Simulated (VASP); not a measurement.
G0W0@PBE gap of InP (zinc blende) on a 4×4×4 Γ-centred mesh, against ENCUTGW, at NBANDS = 192 and NOMEGA = 64; VASP with its GW potentials, 500 eV. The gap is the smallest on this mesh. Fit it as a straight line in ENCUTGW^(−3/2).

```csv
ENCUTGW,gap (eV)
120,1.190
160,1.200
200,1.203
250,1.205
```

Question: Fit the rows as the text says and predict the value at 300.

Answer: The intercept, the limit in ENCUTGW alone, is 1.213 eV. The line misses the rows by up to 0.001 and gives 1.208 at 300. The run gave 1.208, +0.000 from the line.

Left out are failed runs, those that VASP or the mesh makes unfit, and the lowest settings.

The compound is InP in the zinc blende structure. The cell was not relaxed at this level.
